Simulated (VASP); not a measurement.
Data:

```
CSi
1.0
    1.54699    -2.67947     0.00000
    1.54699     2.67947     0.00000
    0.00000     0.00000    10.12768
Si C
4 4
Direct
  0.00000   0.00000   0.00037
  0.00000   0.00000   0.50037
  0.66667   0.33333   0.75026
  0.33333   0.66667   0.25026
  0.00000   0.00000   0.81278
  0.00000   0.00000   0.31278
  0.66667   0.33333   0.56221
  0.33333   0.66667   0.06221
```

Level of theory: HSE06 screened hybrid (exact exchange on a k-mesh reduced by 3x3x1), VASP's PBE PAW potentials (set 64) (plane waves; VASP). Run with PREC = Normal, EDIFF = 1E-5, 400 eV cut-off, 12×12×4 Γ-centred mesh, Gaussian smearing of 0.050 eV, potentials Si C.

Exact exchange is summed on a reduced mesh (NKRED).

Problem. What does the run give for the energy per atom (σ→0), band gap (on the k-mesh) with the smallest direct gap where there is one?

Solution. 
```yaml
band gap (on the k-mesh): 3.20 eV
smallest direct gap (on the k-mesh): 4.43 eV
energy per atom (σ→0): -8.734 eV/atom
```

The compound is SiC in the 4h structure. It was relaxed first. The cell's shape comes from a PBE relaxation.
